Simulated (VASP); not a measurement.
These are r2SCAN meta-GGA, VASP's PBE PAW potentials (set 64) (plane waves; VASP) values and carry that method's errors.

The input files of a VASP run:

### INCAR
```
ALGO=Normal
EDIFF=1E-7
ENCUT=520
ISIF=2
ISMEAR=1
LASPH=.True.
LCHARG=.False.
LMAXMIX=4
LMIXTAU=.True.
LREAL=.False.
LWAVE=.False.
METAGGA=R2SCAN
NELM=100
PREC=Accurate
SIGMA=0.1
SYSTEM=SrVO3
```

KPOINTS:
```
K-points
0
gamma
8 8 8
0 0 0
```

POSCAR:
```
SrVO3
1
    3.8333851615     0.0000000000     0.0000000000
    0.0000000000     3.8333851615     0.0000000000
    0.0000000000     0.0000000000     3.8333851615
Sr V O
1 1 3
Direct
  0.0000000000   0.0000000000   0.0000000000
  0.5000000000   0.5000000000   0.5000000000
  0.5000000000   0.0000000000   0.5000000000
  0.0000000000   0.5000000000   0.5000000000
  0.5000000000   0.5000000000   0.0000000000
```

POTCAR, in this order: Sr_sv V_sv O (PBE.64 set). Program: vasp_std.

Task: What does the run give for the energy per atom (σ→0), band gap (on the k-mesh)?

Result: 
```
Item                                                        Result
------------------------  ----------------------------------------
energy per atom (σ→0)                              -12.470 eV/atom
band gap (on the k-mesh)  none (metal, semimetal or under 0.01 eV)
```

File OSZICAR:
```
...
DAV:  14    -0.623503834957E+02   -0.15781E-03   -0.22145E-04  2336   0.148E-01    0.446E-02
DAV:  15    -0.623504248757E+02   -0.41380E-04   -0.42103E-05  2080   0.581E-02    0.390E-02
DAV:  16    -0.623504677235E+02   -0.42848E-04   -0.48528E-05  1720   0.742E-02    0.144E-02
DAV:  17    -0.623504781016E+02   -0.10378E-04   -0.72845E-06  1840   0.273E-02    0.647E-03
DAV:  18    -0.623504776308E+02    0.47075E-06   -0.71799E-07  1800   0.884E-03    0.338E-03
DAV:  19    -0.623504786960E+02   -0.10652E-05   -0.11947E-06  1856   0.120E-02    0.104E-03
DAV:  20    -0.623504787815E+02   -0.85506E-07   -0.21648E-07  1128   0.558E-03
   1 F= -.62350479E+02 E0= -.62349844E+02  d E =-.190473E-02
```

The compound is SrVO3 in the cubic perovskite structure. It was relaxed first. The run is not spin-polarised, so no magnetic state was tried. The electron count is odd and the run is not spin-polarised, which forces a metal.
